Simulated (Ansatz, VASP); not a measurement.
**One calculation of Ta3AsAu2O13, two programs**

```xyz
19
Lattice="6.4303 -1.9433 -0.0048 6.4303 1.9433 -0.0048 -2.5478 0.0000 10.6862" Properties=species:S:1:pos:R:3 pbc="T T T"
Ta    4.5247    0.0000    3.7670
Ta    6.0597    0.0000    7.2197
Ta    1.7990    0.0000   10.5616
As    7.9903    0.0000    0.0311
Au    8.3231    0.0000    3.7097
Au    2.3136    0.0000    6.7574
O     8.6038    0.0000    1.6474
O     6.3527    0.0000    3.6998
O     2.3873    0.0000    4.7518
O     2.1597    0.0000    8.7356
O     4.8024    0.0000    5.8862
O     8.0919    0.0000    6.6978
O     4.1996    0.0000    1.9509
O    10.3810    0.0000    3.9020
O     5.2563    0.0000    8.9247
O    -0.2078    0.0000    7.1659
O     6.2651    0.0000    0.3242
O    -0.3802    0.0000   10.5475
O     7.7751    0.0000   10.4897
```

The cell was built by a generator and needn't be a form met in nature.

Alike in both runs: functional PBE; k mesh 7 × 7 × 3; occupations fermi-dirac, width 0.05 eV; no spin polarisation.

```csv
,VASP,Ansatz
version,VASP 6.6.1,Ansatz 0.2.0
potentials or method,"VASP PAW PBE potentials, release 64 (Ta_pv, As, Au, O)",Ansatz PAW
plane-wave cutoff (eV),520,420
valence electrons in the cell,138,170
task,single point,band structure
```

|  | VASP | Ansatz | Ansatz less VASP |
| --- | --- | --- | --- |
| gap on the k mesh at the Fermi level (eV) | none | none | - |
| pressure (GPa) | 0.7 | 0.0 | -0.71 |
| largest component of the traceless stress (GPa) | 0.36 | 0.01 | -0.352 |
| rms of the force components (eV/Å) | 0.071 | 0.004 | -0.0673 |

Atom by atom the forces differ by 0.072 eV/Å (rms over components). A gap of «none» marks a metal or a gap that the smearing closes. With one functional, cell and mesh, what is left measures potentials, basis and numerics. The two sets of potentials don't hold the same shells in valence.

Caveats: the pressure holds a Pulay correction of +0.6 GPa for the finite cutoff (Ansatz); spin-orbit coupling is left out, which moves the levels of the heavy elements (Ansatz). The runs have no spin-orbit coupling, so splittings on Au, Ta are missing.
